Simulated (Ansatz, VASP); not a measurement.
Mg3SiSe in VASP and in Ansatz

```
Si Se Mg
1.0
     4.90911    0.00000    0.00000
     0.00000    4.90911    0.00000
     0.00000    0.00000    4.90911
Si Se Mg
1 1 3
Direct
  0.00000 0.00000 0.00000
  0.50000 0.50000 0.50000
  0.50000 0.50000 0.00000
  0.50000 0.00000 0.50000
  0.00000 0.50000 0.50000
```

The cell comes from a database or a generator and needn't be the stable form of this composition.

Alike in both runs: task single point; functional LDA; k mesh 4 × 4 × 4; occupations gaussian, width 0.05 eV; no spin polarisation.

|  | VASP | Ansatz |
| --- | --- | --- |
| version | VASP 6.6.1 | Ansatz 0.2.0 |
| potentials or method | VASP PAW LDA potentials, release 64 (Si, Se, Mg) | scalar-relativistic, plane waves, PAW |
| plane-wave cutoff (eV) | 520 | 420 |
| valence electrons in the cell | 16 | 50 |

|  | VASP | Ansatz | Ansatz less VASP |
| --- | --- | --- | --- |
| gap on the k mesh at the Fermi level (eV) | 0.05 | 0.07 | +0.021 |
| least direct gap on the mesh (eV) | 0.11 | 0.12 | +0.004 |
| pressure (GPa) | -2.2 | -2.0 | +0.20 |

The two sets of potentials don't hold the same shells in valence.

A k mesh can miss the band edges. As with any semilocal functional, this LDA gap is likely too small.
